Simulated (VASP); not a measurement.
Computed with revTPSS meta-GGA, VASP's PBE PAW potentials (set 64) (plane waves; VASP 6.6.1).

Input for VASP

POSCAR:
```
KZnF3
1
    4.1509337842     0.0000000000     0.0000000000
    0.0000000000     4.1509337842     0.0000000000
    0.0000000000     0.0000000000     4.1509337842
K Zn F
1 1 3
Direct
  0.0000000000   0.0000000000   0.0000000000
  0.5000000000   0.5000000000   0.5000000000
  0.5000000000   0.0000000000   0.5000000000
  0.0000000000   0.5000000000   0.5000000000
  0.5000000000   0.5000000000   0.0000000000
```

**INCAR**
```
SYSTEM = KZnF3
PREC = Accurate; ENCUT = 520; LREAL = F
LASPH = T
EDIFF = 1E-7; NELM = 100; ALGO = Normal
LMAXMIX = 4; LMIXTAU = T
ISMEAR = 0; SIGMA = 0.05
METAGGA = RTPSS
ISIF = 2
LWAVE = F; LCHARG = F
```

### KPOINTS
```
Automatic mesh
0
Gamma
6 6 6
0 0 0
```

POTCAR, in this order: K_sv Zn F (PBE.64 set). Program: vasp_std.

What VASP printed:

File OSZICAR:
```
       N       E                     dE             d eps       ncg     rms          rms(c)
DAV:   1     0.513980381028E+03    0.51398E+03   -0.23789E+04  1009   0.224E+03
DAV:   2     0.356909486699E+02   -0.47829E+03   -0.46704E+03  1322   0.567E+02
DAV:   3    -0.130941162731E+02   -0.48785E+02   -0.48244E+02  1223   0.187E+02
DAV:   4    -0.154099091106E+02   -0.23158E+01   -0.23095E+01  1638   0.460E+01
DAV:   5    -0.154537879594E+02   -0.43879E-01   -0.43822E-01  1352   0.483E+00    0.115E+02
DAV:   6    -0.182164454724E+02   -0.27627E+01   -0.23602E+02  1014   0.195E+02    0.456E+01
DAV:   7    -0.206957536540E+02   -0.24793E+01   -0.42326E+00  1700   0.279E+01    0.301E+01
DAV:   8    -0.208572281547E+02   -0.16147E+00   -0.67967E+00  1298   0.226E+01    0.143E+01
DAV:   9    -0.205436106921E+02    0.31362E+00   -0.27495E+00  1337   0.157E+01    0.156E+01
DAV:  10    -0.202553854631E+02    0.28823E+00   -0.61251E-01  1358   0.120E+01    0.139E+00
DAV:  11    -0.206192969248E+02   -0.36391E+00   -0.25339E-01  1349   0.603E+00    0.621E-01
DAV:  12    -0.206208402491E+02   -0.15433E-02   -0.13072E-02  1449   0.801E-01    0.372E-01
DAV:  13    -0.206059642185E+02    0.14876E-01   -0.82307E-03  1207   0.110E+00    0.301E-01
DAV:  14    -0.206195443583E+02   -0.13580E-01   -0.31236E-03  1149   0.787E-01    0.109E-01
DAV:  15    -0.206204672459E+02   -0.92289E-03   -0.46451E-04  1596   0.206E-01    0.898E-02
DAV:  16    -0.206205513096E+02   -0.84064E-04   -0.28733E-04  1363   0.147E-01    0.311E-02
DAV:  17    -0.206206485436E+02   -0.97234E-04   -0.12821E-04  1382   0.948E-02    0.719E-03
DAV:  18    -0.206206485034E+02    0.40248E-07   -0.53740E-06  1236   0.287E-02    0.674E-03
DAV:  19    -0.206206524394E+02   -0.39360E-05   -0.24556E-06  1397   0.253E-02    0.231E-03
DAV:  20    -0.206206529131E+02   -0.47365E-06   -0.14670E-06  1434   0.103E-02    0.302E-03
DAV:  21    -0.206206529960E+02   -0.82886E-07   -0.23825E-07  1258   0.409E-03
   1 F= -.20620653E+02 E0= -.20620653E+02  d E =-.204004E-21
```

**OUTCAR**
```
------------------------ aborting loop because EDIFF is reached ----------------------------------------
  FORCE on cell =-STRESS in cart. coord.  units (eV):
  Direction    XX          YY          ZZ          XY          YZ          ZX
  --------------------------------------------------------------------------------------
  Total       -1.8007507     -1.8007507     -1.8007507      0.0000000      0.0000000     -0.0000000
  in kB      -40.3391505    -40.3391505    -40.3391505      0.0000000      0.0000000     -0.0000000
  external PRESSURE =     -40.3391505 kB  Pullay stress =       0.0000000 kB
  volume of cell :       71.52
      direct lattice vectors                 reciprocal lattice vectors
     4.150933784  0.000000000  0.000000000     0.240909649  0.000000000  0.000000000
     0.000000000  4.150933784  0.000000000     0.000000000  0.240909649  0.000000000
     0.000000000  0.000000000  4.150933784     0.000000000  0.000000000  0.240909649
 POSITION                                       TOTAL-FORCE (eV/Angst)
 -----------------------------------------------------------------------------------
      0.00000      0.00000      0.00000         0.000000      0.000000      0.000000
      2.07547      2.07547      2.07547         0.000000      0.000000      0.000000
      2.07547      0.00000      2.07547         0.000000      0.000000      0.000000
      0.00000      2.07547      2.07547         0.000000      0.000000      0.000000
      2.07547      2.07547      0.00000         0.000000      0.000000      0.000000
 -----------------------------------------------------------------------------------
    total drift:                                0.000000     -0.000000     -0.000000
  FREE ENERGIE OF THE ION-ELECTRON SYSTEM (eV)
  ---------------------------------------------------
  free  energy   TOTEN  =       -20.6206529960 eV

  energy  without entropy=      -20.6206529960  energy(sigma->0) =      -20.62065300
```
(Selected blocks of OUTCAR.)

The compound is KZnF3 in the cubic perovskite structure. This cell is one point of a volume scan, at 1.06 of the reference volume.
